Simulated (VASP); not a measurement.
Calculation: PBEsol GGA, VASP's PBE PAW potentials (set 64) (plane waves; VASP).

Input for VASP

### POSCAR
```
Te2Mo
23.2356480
  0.1501868247   0.0000000000   0.0000000000
 -0.0750934123   0.1300655979   0.0000000000
  0.0000000000   0.0000000000   0.9999999883
Te Mo
4 2
Cartesian
 -0.0000000751   0.0867104420   0.0719013626
  0.0750934874   0.0433551559   0.9280986257
  0.0750934874   0.0433551559   0.7725679156
 -0.0000000751   0.0867104420   0.2274320726
 -0.0000000751   0.0867104420   0.8502012077
  0.0750934874   0.0433551559   0.1497987805
```

**KPOINTS**
```
Automatic mesh
0
Gamma
8 8 2
0 0 0
```

INCAR:
```
LASPH  =  .TRUE.   # aspherical one-centre terms
NELM  =  100   # most electronic steps
LMAXMIX  =  4   # l cut-off of mixed one-centre charges
NEDOS  =  601   # DOS grid
EDIFF  =  1E-7
LEFG  =  .TRUE.
ISIF  =  2   # forces and stress, cell fixed
PREC  =  Accurate
LWAVE  =  .FALSE.
ISMEAR  =  -5
LREAL  =  .FALSE.   # projection in real space or not
LORBIT  =  11   # lm-projected
SYSTEM  =  Te2Mo
GGA  =  PS   # PBEsol
LCHARG  =  .TRUE.
ENCUT  =  400   # plane-wave cut-off (eV)
ALGO  =  Normal   # blocked Davidson
```

POTCAR, in this order: Te Mo_sv (PBE.64 set). Program: vasp_std.

What VASP printed:

OSZICAR:
```
       N       E                     dE             d eps       ncg     rms          rms(c)
DAV:   1     0.338842199655E+03    0.33884E+03   -0.23734E+04  1608   0.115E+03
DAV:   2    -0.189474052469E+02   -0.35779E+03   -0.35125E+03  1613   0.286E+02
DAV:   3    -0.399055012263E+02   -0.20958E+02   -0.20710E+02  1529   0.609E+01
DAV:   4    -0.407924648850E+02   -0.88696E+00   -0.88354E+00  1797   0.118E+01
DAV:   5    -0.408094990946E+02   -0.17034E-01   -0.17025E-01  1647   0.184E+00    0.236E+01
DAV:   6    -0.398516773212E+02    0.95782E+00   -0.92284E+00  1487   0.151E+01    0.904E+00
DAV:   7    -0.398026089978E+02    0.49068E-01   -0.93100E+00  1397   0.122E+01    0.675E+00
DAV:   8    -0.393240300014E+02    0.47858E+00   -0.20098E+00  1577   0.640E+00    0.338E+00
DAV:   9    -0.393258880464E+02   -0.18580E-02   -0.41239E-01  1684   0.278E+00    0.150E+00
DAV:  10    -0.393113851683E+02    0.14503E-01   -0.80841E-02  1637   0.139E+00    0.386E-01
DAV:  11    -0.393112477846E+02    0.13738E-03   -0.39133E-03  1669   0.326E-01    0.299E-01
DAV:  12    -0.393110774092E+02    0.17038E-03   -0.59564E-04  1522   0.926E-02    0.180E-01
DAV:  13    -0.393109232250E+02    0.15418E-03   -0.13863E-04  1508   0.590E-02    0.138E-01
DAV:  14    -0.393106446735E+02    0.27855E-03   -0.33647E-04  1468   0.740E-02    0.179E-02
DAV:  15    -0.393106581181E+02   -0.13445E-04   -0.60217E-05  1629   0.275E-02    0.221E-02
DAV:  16    -0.393107453423E+02   -0.87224E-04   -0.17726E-05  1606   0.168E-02    0.270E-02
DAV:  17    -0.393108537928E+02   -0.10845E-03   -0.27412E-05  1276   0.165E-02    0.242E-02
DAV:  18    -0.393109404636E+02   -0.86671E-04   -0.44681E-06  1395   0.678E-03    0.150E-02
DAV:  19    -0.393109948517E+02   -0.54388E-04   -0.25498E-06  1371   0.674E-03    0.246E-03
DAV:  20    -0.393110252168E+02   -0.30365E-04   -0.94108E-07  1226   0.331E-03    0.393E-03
DAV:  21    -0.393110303293E+02   -0.51125E-05   -0.15721E-07  1135   0.125E-03    0.283E-03
DAV:  22    -0.393110316765E+02   -0.13472E-05   -0.51519E-08   977   0.787E-04    0.149E-03
DAV:  23    -0.393110319259E+02   -0.24940E-06   -0.31230E-08   902   0.746E-04    0.267E-04
DAV:  24    -0.393110319748E+02   -0.48867E-07   -0.73613E-09   872   0.288E-04
   1 F= -.39311032E+02 E0= -.39311032E+02  d E =0.000000E+00
```

File OUTCAR:
```
------------------------ aborting loop because EDIFF is reached ----------------------------------------
  FORCE on cell =-STRESS in cart. coord.  units (eV):
  Direction    XX          YY          ZZ          XY          YZ          ZX
  --------------------------------------------------------------------------------------
  Total        0.0016682      0.0016682     -0.0733187      0.0000000      0.0000000      0.0000000
  in kB        0.0109072      0.0109072     -0.4793653      0.0000000      0.0000000      0.0000000
  external PRESSURE =      -0.1525170 kB  Pullay stress =       0.0000000 kB
  volume of cell :      245.05
      direct lattice vectors                 reciprocal lattice vectors
     3.489688193  0.000000000  0.000000000     0.286558553  0.165444668  0.000000000
    -1.744844096  3.022158450  0.000000000     0.000000000  0.330889335  0.000000000
     0.000000000  0.000000000 23.235647727     0.000000000  0.000000000  0.043037320
 POSITION                                       TOTAL-FORCE (eV/Angst)
 -----------------------------------------------------------------------------------
     -0.00000      2.01477      1.67067        -0.000000      0.000000      0.006369
      1.74485      1.00739     21.56497         0.000000      0.000000     -0.006369
      1.74485      1.00739     17.95112        -0.000000     -0.000000     -0.016430
     -0.00000      2.01477      5.28453         0.000000      0.000000      0.016430
     -0.00000      2.01477     19.75498         0.000000     -0.000000      0.008817
      1.74485      1.00739      3.48067        -0.000000      0.000000     -0.008817
 -----------------------------------------------------------------------------------
    total drift:                                0.000000      0.000000      0.000000
  FREE ENERGIE OF THE ION-ELECTRON SYSTEM (eV)
  ---------------------------------------------------
  free  energy   TOTEN  =       -39.3110319748 eV

  energy  without entropy=      -39.3110319748  energy(sigma->0) =      -39.31103197

 total charge

# of ion       s       p       d       tot
------------------------------------------
    1        1.386   1.975   0.067   3.428
    2        1.386   1.975   0.067   3.428
    3        1.384   1.985   0.064   3.434
    4        1.384   1.985   0.064   3.434
    5        2.259   6.152   4.008  12.419
    6        2.259   6.152   4.008  12.419
--------------------------------------------------
tot         10.060  20.223   8.278  38.560

 Electric field gradients after diagonalization (V/A^2)
 (convention: |V_zz| > |V_xx| > |V_yy|)
----------------------------------------------------------------------
 ion       V_xx      V_yy      V_zz     asymmetry (V_yy - V_xx)/ V_zz
----------------------------------------------------------------------
   1      86.950    86.949  -173.899       0.000
   2      86.950    86.949  -173.899       0.000
   3     102.865   102.864  -205.729       0.000
   4     102.865   102.864  -205.729       0.000
   5      34.497    34.496   -68.993       0.000
   6      34.497    34.496   -68.993       0.000
```
(Selected blocks of OUTCAR.)

The cell holds a wide vacuum, so values per volume refer to the whole cell.

The cell is a sheet with vacuum, built from a database entry that may be metastable or hypothetical.
